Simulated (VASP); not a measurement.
# Zr3PdSe4 (Cmmm) in VASP: relaxation of cell and atoms with PBE

Aim: the relaxation of cell and atoms of Zr3PdSe4 with PBE.

Everything below comes from runs of VASP 6.6.1. Logs are shortened: lines on timing, memory, paths and dates and some standing lists are left out, and cuts for length are marked.

## Step 1: The structure

It takes space group Cmmm (No. 65, orthorhombic). The conventional cell has a = 7.728 Å, b = 10.994 Å, c = 3.878 Å, α = 90.00°, β = 90.00°, γ = 90.00°. Zr (site symmetry 2/m) has 6 Se at 2.74 to 2.75 Å as nearest neighbours. Around Zr (site symmetry mmm) lie 6 Se at 2.77 to 2.79 Å. Pd (site symmetry mmm) has 6 Se at 2.70 Å as nearest neighbours. Se (site symmetry m2m) has 1 Pd at 2.70 Å and 5 Zr at 2.74 to 2.79 Å as nearest neighbours. Se (site symmetry 2mm) is surrounded by 2 Pd at 2.70 Å and 4 Zr at 2.75 to 2.77 Å.

The cell was built by a generator and needn't be a form met in nature.

## Step 2: Relaxation of cell and atoms, PBE

File INCAR:

```
SYSTEM = Zr3PdSe4
  PREC = Accurate
  ENCUT = 520
  EDIFF = 1E-6
  ISMEAR = 0
  SIGMA = 0.1
  LREAL = .False.
  LASPH = .True.
  NELM = 120
  ALGO = Normal
  ISIF = 3
  LWAVE = .False.
  LCHARG = .False.
  GGA = PE
  IBRION = 2
  NSW = 90
  EDIFFG = -0.01
  KPAR = 4
```

File KPOINTS:

```
regular mesh
0
Gamma
  6 6 8
  0 0 0
```

File POSCAR:

```
Zr3PdSe4
1.0
    3.8640000000     -5.4970000000      0.0000000000
    3.8640000000      5.4970000000      0.0000000000
    0.0000000000      0.0000000000      3.8780000000
Zr Pd Se
3 1 4
Direct
    0.0000000000      0.5000000000      0.5000000000
    0.5000000000      0.0000000000      0.5000000000
    0.5000000000      0.5000000000      0.0000000000
    0.0000000000      0.0000000000      0.0000000000
    0.2458613800      0.7541386200      0.0000000000
    0.7541386200      0.2458613800      0.0000000000
    0.7567287800      0.7567287800      0.5000000000
    0.2432712200      0.2432712200      0.5000000000
```

Potentials or basis: VASP PAW PBE potentials, release 64 (Zr_sv, Pd, Se).

Run with:

```
$ cat potpaw_PBE.64/Zr_sv/POTCAR potpaw_PBE.64/Pd/POTCAR potpaw_PBE.64/Se/POTCAR > POTCAR
$ mpirun -np 4 vasp_std > vasp.out
```

OUTCAR:

```text
SYSTEM = Zr3PdSe4
   PREC = Accurate
   ENCUT = 520
   EDIFF = 1E-6
   ISMEAR = 0
   LREAL = .False.
   LASPH = .True.
   NELM = 120
   ISIF = 3
   GGA = PE
   IBRION = 2
   NSW = 90
   EDIFFG = -0.01

 ion  position               nearest neighbor table
   1  0.000  0.500  0.500-   5 2.74   6 2.74   5 2.74   6 2.74   7 2.75   8 2.75   2 3.86   2 3.86
                             3 3.88   3 3.88   3 3.88   3 3.88
   2  0.500  0.000  0.500-   5 2.74   6 2.74   5 2.74   6 2.74   7 2.75   8 2.75   1 3.86   1 3.86
                             3 3.88   3 3.88   3 3.88   3 3.88
   3  0.500  0.500  0.000-   7 2.77   8 2.77   7 2.77   8 2.77   5 2.79   6 2.79   1 3.88   2 3.88
                             1 3.88   2 3.88   2 3.88   2 3.88   1 3.88   1 3.88
   4  0.000  0.000  0.000-   7 2.70   8 2.70   7 2.70   8 2.70   5 2.70   6 2.70
   5  0.246  0.754  0.000-   4 2.70   2 2.74   1 2.74   1 2.74   2 2.74   3 2.79
   6  0.754  0.246  0.000-   4 2.70   2 2.74   1 2.74   1 2.74   2 2.74   3 2.79
   7  0.757  0.757  0.500-   4 2.70   4 2.70   1 2.75   2 2.75   3 2.77   3 2.77
   8  0.243  0.243  0.500-   4 2.70   4 2.70   1 2.75   2 2.75   3 2.77   3 2.77

  LATTYP: Found a base centered orthorhombic cell.
 ALAT       =     7.7280000000
 B/A-ratio  =     1.4226190476
 C/A-ratio  =     0.5018115942

  Lattice vectors:

 A1 = (   3.8640000000,  -5.4970000000,   0.0000000000)
 A2 = (   3.8640000000,   5.4970000000,   0.0000000000)
 A3 = (   0.0000000000,   0.0000000000,   3.8780000000)

Analysis of symmetry for initial positions (statically):
=====================================================================
 Subroutine PRICEL returns:
 Original cell was already a primitive cell.

 Routine SETGRP: Setting up the symmetry group for a
 base centered orthorhombic supercell.

 Subroutine GETGRP returns: Found  8 space group operations
 (whereof  8 operations were pure point group operations)
 out of a pool of  8 trial point group operations.

The static configuration has the point symmetry D_2h.

Analysis of symmetry for dynamics (positions and initial velocities):
=====================================================================
 Subroutine PRICEL returns:
 Original cell was already a primitive cell.

 Routine SETGRP: Setting up the symmetry group for a
 base centered orthorhombic supercell.

 Subroutine GETGRP returns: Found  8 space group operations
 (whereof  8 operations were pure point group operations)
 out of a pool of  8 trial point group operations.

The dynamic configuration has the point symmetry D_2h.

 Subroutine INISYM returns: Found  8 space group operations
 (whereof  8 operations are pure point group operations),
 and found     1 'primitive' translations

----------------------------------------------------------------------------------------

                                     Primitive cell

  volume of cell :     164.7406

  direct lattice vectors                    reciprocal lattice vectors
     3.864000000 -5.497000000  0.000000000     0.129399586 -0.090958705  0.000000000
     3.864000000  5.497000000  0.000000000     0.129399586  0.090958705  0.000000000
     0.000000000  0.000000000  3.878000000     0.000000000  0.000000000  0.257864879

  length of vectors
     6.719189311  6.719189311  3.878000000     0.158169968  0.158169968  0.257864879

  position of ions in fractional coordinates (direct lattice)
     0.000000000  0.500000000  0.500000000
     0.500000000  0.000000000  0.500000000
     0.500000000  0.500000000  0.000000000
     0.000000000  0.000000000  0.000000000
     0.245861380  0.754138620  0.000000000
     0.754138620  0.245861380  0.000000000
     0.756728780  0.756728780  0.500000000
     0.243271220  0.243271220  0.500000000

  ion indices of the primitive-cell ions
   primitive index   ion index
                 1           1
                 2           2
                 3           3
                 4           4
                 5           5
                 6           6
                 7           7
                 8           8

----------------------------------------------------------------------------------------

 KPOINTS: regular mesh

Automatic generation of k-mesh.
 Grid dimensions read from file:
 generate k-points for:    6    6    8

 Generating k-lattice:

  Cartesian coordinates                     Fractional coordinates (reciprocal lattice)
     0.021566598 -0.015159784  0.000000000     0.166666667  0.000000000  0.000000000
     0.021566598  0.015159784  0.000000000     0.000000000  0.166666667  0.000000000
     0.000000000  0.000000000  0.032233110     0.000000000  0.000000000  0.125000000

  Length of vectors
     0.026361661  0.026361661  0.032233110

  Shift w.r.t. Gamma in fractional coordinates (k-lattice)
     0.000000000  0.000000000  0.000000000

 Subroutine IBZKPT returns following result:
 ===========================================

 Found     65 irreducible k-points:

 Following reciprocal coordinates:
            Coordinates               Weight
  0.000000  0.000000  0.000000      1.000000
  0.166667  0.000000  0.000000      4.000000
  0.333333  0.000000  0.000000      4.000000
  0.500000  0.000000  0.000000      2.000000
  0.166667  0.166667  0.000000      2.000000
  0.333333  0.166667  0.000000      4.000000
[... 16 lines left out ...]
  0.333333  0.333333  0.125000      4.000000
  0.500000  0.333333  0.125000      8.000000
 [... further k-points ...]
   k-points           NKPTS =     65   k-points in BZ     NKDIM =     65   number of bands    NBANDS=     42
   number of dos      NEDOS =    301   number of ions     NIONS =      8
   total plane-waves  NPLWV =  75000
   dimension x,y,z NGX =    50 NGY =   50 NGZ =   30
   dimension x,y,z NGXF=   100 NGYF=  100 NGZF=   60
   ions per type =               3   1   4
   NGX,Y,Z   is equivalent  to a cutoff of  12.37, 12.37, 12.86 a.u.
   NGXF,Y,Z  is equivalent  to a cutoff of  24.74, 24.74, 25.72 a.u.
 SYSTEM =  Zr3PdSe4
   PREC   = accura    normal or accurate (medium, high low for compatibility)
   ISTART =      0    job   : 0-new  1-cont  2-samecut
   ICHARG =      2    charge: 1-file 2-atom 10-const
   ISPIN  =      1    spin polarized calculation?
   LNONCOLLINEAR =      F non collinear calculations
   LSORBIT =      F    spin-orbit coupling
   LASPH  =      T    aspherical Exc in radial PAW
   ENCUT  =  520.0 eV  38.22 Ry    6.18 a.u.  12.49 12.49  7.21*2*pi/ulx,y,z
   NELM   =    120;   NELMIN=  2; NELMDL= -5     # of ELM steps
   EDIFF  = 0.1E-05   stopping-criterion for ELM
   LREAL  =      F    real-space projection
   EDIFFG = -.1E-01   stopping-criterion for IOM
   NSW    =     90    number of steps for IOM
   IBRION =      2    ionic relax: 0-MD 1-quasi-New 2-CG
   NFREE  =      1    steps in history (QN), initial steepest desc. (CG)
   ISIF   =      3    stress and relaxation
   ISYM   =      2    0-nonsym 1-usesym 2-fastsym
   POTIM  = 0.5000    time-step for ionic-motion
   TEBEG  =    0.0;   TEEND  =   0.0 temperature during run
   PSTRESS=    0.0 pullay stress
   NELECT =      70.0000    total number of electrons
   NUPDOWN=      -1.0000    fix difference up-down
   EMIN   =  10.00;   EMAX   =-10.00  energy-range for DOS
   EFERMI =   0.00;   METHOD = LEGACY
   ISMEAR =     0;   SIGMA  =   0.10  broadening in eV -4-tet -1-fermi 0-gaus
   EFERMI_NEDOS =   21; number of points for ismear=-14 and -15
   IALGO  =     38    algorithm
   IMIX   =      4    mixing-type and parameters
     AMIX     =   0.40;   BMIX     =  1.00
     AMIX_MAG =   1.60;   BMIX_MAG =  1.00
  volume/ion in A,a.u.               =      20.59       138.97
  Fermi-wavevector in a.u.,A,eV,Ry     =   1.230762  2.325802 20.609755  1.514774
  Thomas-Fermi vector in A             =   2.365598
   LORBIT       =      0    0 simple, 1 ext, 2 COOP (PROOUT), +10 PAW based schemes
   GGA     = PE    functional components
   LHFCALC =     F    Hartree Fock is set to
   AEXX    =    0.0000 exact exchange contribution
   IVDW    =     0    specifies the selected vdW correction
   LEPSILON=     F    determine dielectric tensor
   LRPA    =     F    only Hartree local field effects (RPA)
 conjugate gradient relaxation of ions
 non-spin polarized calculation
 Gauss-broadening in eV      SIGMA  =   0.10
  energy-cutoff  :      520.00
  volume of cell :      164.74
 maximum number of plane-waves:      4474
 NGX is ok and might be reduce to    50
   NGX = 25   NGY = 25   NGZ = 15

--------------------------------------- Ionic step        1  -------------------------------------------

 number of electron      70.0000000 magnetization

 Free energy of the ion-electron system (eV)
  ---------------------------------------------------
  ext. energy  EPLUGINS =         0.00000000
  ---------------------------------------------------
  free energy    TOTEN  =       -52.05430583 eV

  energy without entropy =      -52.03175650  energy(sigma->0) =      -52.04303116

------------------------ aborting loop because EDIFF is reached ----------------------------------------

  FORCE on cell =-STRESS in cart. coord.  units (eV):
  Direction    XX          YY          ZZ          XY          YZ          ZX
  --------------------------------------------------------------------------------------
  -------------------------------------------------------------------------------------
  Total        0.3732963     -0.4770674      0.5666332      0.0000000      0.0000000      0.0000000
  in kB        3.6304764     -4.6396974      5.5107658      0.0000000      0.0000000      0.0000000
  external PRESSURE =       1.5005149 kB  Pullay stress =       0.0000000 kB
[... 107 lines left out ...]
  FREE ENERGIE OF THE ION-ELECTRON SYSTEM (eV)
  ---------------------------------------------------
  free  energy   TOTEN  =       -52.0565942782 eV

  energy  without entropy=      -52.0340408036  energy(sigma->0) =      -52.04531754

[... ionic steps 4 to 7 ...]

--------------------------------------- Ionic step        8  -------------------------------------------

 number of electron      70.0000000 magnetization

------------------------ aborting loop because EDIFF is reached ----------------------------------------
[... 79 lines left out ...]
--------------------------------------- Ionic step       10  -------------------------------------------

 number of electron      70.0000000 magnetization

 Free energy of the ion-electron system (eV)
  ---------------------------------------------------
  ext. energy  EPLUGINS =         0.00000000
  ---------------------------------------------------
  free energy    TOTEN  =       -52.05745779 eV

  energy without entropy =      -52.03519134  energy(sigma->0) =      -52.04632457

 E-fermi :   8.3456     XC(G=0): -10.8872

 val. band max:        8.3399139527   @ k =   0.3333   0.1667   0.0000
 cond. band min:       8.3465205613   @ k =   0.1667   0.0000   0.0000
 fundamental gap:      0.0066066086
 Fermi energy:         8.3455831109

 k-point     1 :       0.0000    0.0000    0.0000
  band No.  band energies     occupation
      1     -41.8140      2.00000
      2     -41.8092      2.00000
      3     -41.5378      2.00000
      4     -19.9878      2.00000
      5     -19.9114      2.00000
      6     -19.8482      2.00000
[... 1069 lines left out ...]
     41       9.5758      0.00000
     42       9.7707      0.00000

 [... further k-points ...]

------------------------ aborting loop because EDIFF is reached ----------------------------------------

  FORCE on cell =-STRESS in cart. coord.  units (eV):
  Direction    XX          YY          ZZ          XY          YZ          ZX
  --------------------------------------------------------------------------------------
  -------------------------------------------------------------------------------------
  Total       -0.0051394      0.0245075     -0.0240846      0.0000000      0.0000000      0.0000000
  in kB       -0.0498747      0.2378303     -0.2337261      0.0000000      0.0000000      0.0000000
  external PRESSURE =      -0.0152568 kB  Pullay stress =       0.0000000 kB
[... 23 lines left out ...]
  FREE ENERGIE OF THE ION-ELECTRON SYSTEM (eV)
  ---------------------------------------------------
  free  energy   TOTEN  =       -52.0574577946 eV

  energy  without entropy=      -52.0351913407  energy(sigma->0) =      -52.04632457

 reached required accuracy - stopping structural energy minimisation
```

Run time: 8.7 min. Hardware: 4 MPI ranks of Intel Xeon Platinum 8559C (Emerald Rapids), shared host; peak memory 0.55 GiB.

What came out:

```
Free energy                            : -52.0575 eV
Relaxed volume                         : 20.64 Å³/atom
Relaxed cell                           : a = 6.707 Å, b = 6.707 Å, c = 3.895 Å, α = 90.00°, β = 90.00°, γ = 109.55°
Space group after relaxing (to 0.05 Å) : Cmmm (No. 65)
Energy gained by relaxing              : 0.4 meV/atom
Ionic steps                            : 10
Pressure after relaxing                : 0.0 GPa
Largest force after relaxing           : 0.003 eV/Å
Band gap on the k mesh                 : none (metal or under the smearing width)
```

Forces in eV/Å, atoms in the order of the input:
```
Zr   0.000  0.000  0.000
Zr   0.000  0.000  0.000
Zr   0.000  0.000  0.000
Pd   0.000  0.000  0.000
Se   0.000  0.003  0.000
Se   0.000 -0.003  0.000
Se   0.000  0.000  0.000
Se   0.000  0.000  0.000
```

The path:
```tsv
step	energy change (eV)	largest force (eV/Å)	pressure (GPa)	volume (Å³)
1	0.0000	0.0732	0.15	164.74
2	-0.0023	0.0748	-0.11	165.20
3	-0.0023	0.0747	-0.10	165.18
4	-0.0028	0.0412	0.06	164.94
5	-0.0028	0.0281	0.13	164.85
6	-0.0031	0.0176	-0.01	165.12
7	-0.0031	0.0175	-0.01	165.10
8	-0.0031	0.0174	-0.01	165.10
9	-0.0031	0.0135	0.01	165.10
10	-0.0032	0.0032	0.00	165.10
```

Final structure:
```
CELL_PARAMETERS angstrom
3.86813 -5.47869 0.00000
3.86813 5.47869 0.00000
0.00000 0.00000 3.89525
ATOMIC_POSITIONS crystal
Zr 0.00000 0.50000 0.50000
Zr 0.50000 0.00000 0.50000
Zr 0.50000 0.50000 0.00000
Pd 0.00000 0.00000 0.00000
Se 0.24580 0.75420 0.00000
Se 0.75420 0.24580 0.00000
Se 0.75485 0.75485 0.50000
Se 0.24515 0.24515 0.50000
```
